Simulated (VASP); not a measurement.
OSZICAR of a VASP run on CdS (wurtzite):

File OSZICAR:
```
       N       E                     dE             d eps       ncg     rms          rms(c)
DAV:   1     0.248790385676E+03    0.24879E+03   -0.17706E+04  1056   0.150E+03
DAV:   2    -0.360878420064E+00   -0.24915E+03   -0.24425E+03  1194   0.360E+02
DAV:   3    -0.144658101967E+02   -0.14105E+02   -0.14067E+02  1254   0.856E+01
DAV:   4    -0.146262954611E+02   -0.16049E+00   -0.16039E+00  1230   0.905E+00
DAV:   5    -0.146289690686E+02   -0.26736E-02   -0.26735E-02  1290   0.115E+00    0.114E+01
DAV:   6    -0.136611384372E+02    0.96783E+00   -0.24131E+00  1408   0.177E+01    0.885E+00
DAV:   7    -0.136429148767E+02    0.18224E-01   -0.79630E-01  1200   0.536E+00    0.378E+00
DAV:   8    -0.136348725239E+02    0.80424E-02   -0.13257E-01  1296   0.399E+00    0.552E-01
DAV:   9    -0.136328039798E+02    0.20685E-02   -0.23720E-02  1318   0.207E+00    0.161E-01
DAV:  10    -0.136327284079E+02    0.75572E-04   -0.16360E-03  1284   0.469E-01    0.901E-02
DAV:  11    -0.136327484448E+02   -0.20037E-04   -0.11160E-04  1242   0.757E-02    0.907E-02
DAV:  12    -0.136327542904E+02   -0.58456E-05   -0.11024E-05  1248   0.172E-02    0.683E-02
DAV:  13    -0.136328234969E+02   -0.69207E-04   -0.87066E-05  1110   0.495E-02    0.703E-02
DAV:  14    -0.136328176977E+02    0.57993E-05   -0.68628E-06  1374   0.318E-02    0.500E-02
DAV:  15    -0.136328130773E+02    0.46203E-05   -0.26843E-05  1128   0.236E-02    0.313E-02
DAV:  16    -0.136328131314E+02   -0.54062E-07   -0.74411E-07  1194   0.544E-03
   1 F= -.13632813E+02 E0= -.13632813E+02  d E =0.000000E+00
```

### Question
Which electronic solver shows in the log?

### Answer
It is blocked Davidson (ALGO = Normal, or the opening steps of other solvers). The INCAR had ALGO = Normal.

### Question
Can the final energy be trusted as converged?

### Answer
The run converged. It stopped with EDIFF = 1E-7, NELM = 100 (PBEsol GGA, plane waves, VASP's PBE PAW potentials (set 64)).

The compound is CdS in the wurtzite structure. It was relaxed first.
